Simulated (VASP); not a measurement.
# Relaxed cell of W (Tungsten): a test of cutoff and mesh, part 2 of 2

Aim: test the relaxed volume of W (Tungsten) against cutoff and mesh. The starting structure is a measured crystal structure from the Crystallography Open Database.

VASP 6.6.1.

Results so far: reference 15.54 Å³ an atom; a cutoff of 220 eV 15.47 Å³ an atom; a 7×7×7 mesh 15.60 Å³ an atom.

## 5. Relaxation with a cutoff of 380 eV

Level of this step: PBEsol; plane waves and PAW (W) (VASP).

Against step 2 the input has ENCUT = 380.

Contents of INCAR:

```
SYSTEM = W
PREC = Accurate
ENCUT = 380
EDIFF = 1E-06
NELM = 100
ISMEAR = 1
SIGMA = 0.1
LREAL = .FALSE.
ALGO = Normal
GGA = PS
NBANDS = 9
LORBIT = 11
LWAVE = .FALSE.
LCHARG = .FALSE.
KPAR = 2
IBRION = 2
NSW = 50
ISIF = 3
EDIFFG = -0.01
```

Contents of POSCAR:

```
W
1.0
   -1.5823450000      1.5823450000      1.5823450000
    1.5823450000     -1.5823450000      1.5823450000
    1.5823450000      1.5823450000     -1.5823450000
W
1
Direct
    0.0000000000      0.0000000000      0.0000000000
```

Contents of KPOINTS:

```
Automatic mesh
0
Gamma
12 12 12
0 0 0
```

Potentials, in the order of the species: W (PBE family, release 64).

Command:

```bash
$ mpirun -np 2 vasp_std
```

The log of the run:

```text
[... set-up lines as in an earlier step ...]
 entering main loop
       N       E                     dE             d eps       ncg     rms          rms(c)
DAV:   1     0.223544452878E+01    0.22354E+01   -0.24861E+03  1312   0.438E+02
DAV:   2    -0.143002609835E+02   -0.16536E+02   -0.15807E+02  1533   0.115E+02
DAV:   3    -0.146145970380E+02   -0.31434E+00   -0.31382E+00  1492   0.121E+01
DAV:   4    -0.146154079141E+02   -0.81088E-03   -0.81081E-03  1522   0.682E-01
[...]
DAV:  10    -0.138757526576E+02    0.26566E-06   -0.29065E-05  1519   0.362E-02    0.248E-02
DAV:  11    -0.138757511482E+02    0.15094E-05   -0.15701E-06  1239   0.100E-02    0.162E-03
DAV:  12    -0.138757511691E+02   -0.20957E-07   -0.16770E-08   673   0.104E-03
   1 F= -.13875751E+02 E0= -.13875470E+02  d E =-.138758E+02
[...]
2 F= -.13797305E+02 E0= -.13797219E+02  d E =0.784461E-01
[...]
3 F= -.13881908E+02 E0= -.13881602E+02  d E =-.615724E-02
[...]
4 F= -.13881916E+02 E0= -.13881610E+02  d E =-.616471E-02
[...]
reached required accuracy - stopping structural energy minimisation
```

Wall time 3.8 s (2 MPI ranks of Intel Xeon 6975P-C (Granite Rapids), shared host); peak memory 0.24 GiB; 6.3 s of CPU time.

Parts of OUTCAR (step 5):

```text
  Total        0.0012477      0.0012477      0.0012477     -0.0000000     -0.0000000     -0.0000000
  in kB        0.1286663      0.1286663      0.1286663     -0.0000000     -0.0000000     -0.0000000
  external PRESSURE =       0.1286663 kB  Pullay stress =       0.0000000 kB

 POSITION                                       TOTAL-FORCE (eV/Angst)
 -----------------------------------------------------------------------------------
      3.14387      0.00000      0.00000        -0.000000     -0.000000      0.000000
 -----------------------------------------------------------------------------------
    total drift:                                0.000000      0.000000     -0.000000

  FREE ENERGIE OF THE ION-ELECTRON SYSTEM (eV)
  ---------------------------------------------------
  free  energy   TOTEN  =       -13.8819158746 eV

  energy  without entropy=      -13.8809993871  energy(sigma->0) =      -13.88161038

[... 2 parts as in an earlier step ...]

[... 2 further parts left out ...]
[key lines of the parts left out:]
E-fermi :   7.7992
```

With a cutoff of 380 eV the cell ends at 15.537 Å³ an atom, -0.03 % from the reference.

## 6. Relaxation with an 18×18×18 mesh

Against step 2 the input has an 18×18×18 mesh.

INCAR: that of step 5 with these lines changed.

```diff
@@ -2,3 +2,3 @@
 PREC = Accurate
-ENCUT = 380
+ENCUT = 450
 EDIFF = 1E-06
```

POSCAR is that of step 5.

Contents of KPOINTS:

```
Automatic mesh
0
Gamma
18 18 18
0 0 0
```

Command:

```bash
$ mpirun -np 2 vasp_std
```

The log of the run:

```text
[... set-up lines as in an earlier step ...]
 entering main loop
       N       E                     dE             d eps       ncg     rms          rms(c)
DAV:   1     0.450248037507E+01    0.45025E+01   -0.27109E+03  3526   0.504E+02
DAV:   2    -0.142504887065E+02   -0.18753E+02   -0.18216E+02  4087   0.125E+02
DAV:   3    -0.146043035976E+02   -0.35381E+00   -0.35194E+00  4058   0.134E+01
DAV:   4    -0.146052940801E+02   -0.99048E-03   -0.99032E-03  4105   0.757E-01
[...]
DAV:   9    -0.138720171463E+02    0.55625E-03   -0.37708E-04  4119   0.858E-02    0.491E-02
DAV:  10    -0.138720164108E+02    0.73555E-06   -0.31513E-05  4171   0.382E-02    0.170E-02
DAV:  11    -0.138720158785E+02    0.53225E-06   -0.50622E-07  2202   0.846E-03
   1 F= -.13872016E+02 E0= -.13871883E+02  d E =-.138720E+02
[...]
2 F= -.13785878E+02 E0= -.13785691E+02  d E =0.861375E-01
[...]
3 F= -.13878291E+02 E0= -.13878189E+02  d E =-.627469E-02
[...]
4 F= -.13878300E+02 E0= -.13878199E+02  d E =-.628382E-02
[...]
reached required accuracy - stopping structural energy minimisation
```

The job ended after 9.4 s (2 MPI ranks; peak memory 0.29 GiB; 18 s of CPU time).

OUTCAR, selected parts (step 6):

```text
  Total       -0.0029097     -0.0029097     -0.0029097      0.0000000      0.0000000     -0.0000000
  in kB       -0.3000026     -0.3000026     -0.3000026      0.0000000      0.0000000     -0.0000000
  external PRESSURE =      -0.3000026 kB  Pullay stress =       0.0000000 kB

 POSITION                                       TOTAL-FORCE (eV/Angst)
 -----------------------------------------------------------------------------------
     -0.00000      0.00000      0.00000         0.000000     -0.000000      0.000000
 -----------------------------------------------------------------------------------
    total drift:                                0.000000      0.000000      0.000000

  FREE ENERGIE OF THE ION-ELECTRON SYSTEM (eV)
  ---------------------------------------------------
  free  energy   TOTEN  =       -13.8782996983 eV

  energy  without entropy=      -13.8779969050  energy(sigma->0) =      -13.87819877

[... 1 part as in an earlier step ...]

[... 3 further parts left out ...]
[key lines of the parts left out:]
E-fermi :   7.8788
```

With an 18×18×18 mesh the cell ends at 15.540 Å³ an atom, -0.02 % from the reference.

## 7. Comparison

| run | volume (Å³/atom) | change (%) | pressure left (GPa) | core minutes |
| --- | --- | --- | --- | --- |
| reference | 15.542 | - | 0.01 | 0.16 |
| a cutoff of 220 eV | 15.474 | -0.44 | -0.03 | 0.0667 |
| a 7×7×7 mesh | 15.601 | 0.38 | -0.08 | 0.0733 |
| a cutoff of 380 eV | 15.537 | -0.03 | 0.01 | 0.127 |
| an 18×18×18 mesh | 15.54 | -0.02 | -0.03 | 0.313 |

Core minutes are wall time times ranks, summed over the relaxations behind a row (those for a bulk modulus apart), on shared hosts.

## 8. Summary of results

* volume of the reference: 15.54 Å³/atom
* volume against the reference, a cutoff of 220 eV: -0.44 %
* volume against the reference, a 7×7×7 mesh: +0.38 %
* volume against the reference, a cutoff of 380 eV: -0.03 %
* volume against the reference, an 18×18×18 mesh: -0.02 %

**Reading.** The volume moves most with a cutoff of 220 eV: -0.44 % against the reference (450 eV, 12×12×12 mesh). On finer settings it changes by -0.02 % with an 18×18×18 mesh. The relaxations stop with up to 0.08 GPa left, which at a bulk modulus of 50 GPa, to name a scale, is 0.15 % of the volume. A cell that shrinks at the lower cutoff is the usual mark of Pulay stress, the error that a plane-wave basis makes when it is kept while the volume changes. Further runs on this material are not shown.

[Lines on the potential files, build, host, timing and source positions are cut from VASP's logs without a mark.]

[Logs are printed without paths, hosts, clocks, repeated set-up lines and the standing remarks that a program may print on its own settings, such as how far it seeks lower states.]

[Hosts, paths, dates, database ids (printed as entryN), source tags and the programs' standing remarks are cut or masked in the printed files.]
